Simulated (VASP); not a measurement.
Consider the following.

```
Cd
1.0
    1.49110    -2.58266     0.00000
    1.49110     2.58266     0.00000
    0.00000     0.00000     5.56895
Cd
2
Direct
  0.33333   0.66667   0.25000
  0.66667   0.33333   0.75000
```

These are r2SCAN meta-GGA, VASP's PBE PAW potentials (set 64) (plane waves; VASP) values and carry that method's errors. Run with 480 eV cut-off, 14×14×6 Γ-centred mesh, first-order Methfessel-Paxton smearing of 0.10 eV, potentials Cd.

Task: Give the stress tensor in GPa (positive for a compressed cell).

Result: 
```
1.14  0.00  0.00
0.00  1.14  0.00
0.00  0.00  1.12
```
The pressure is its mean diagonal, 1.14 GPa.

The compound is Cd in the hcp structure. It was relaxed first.
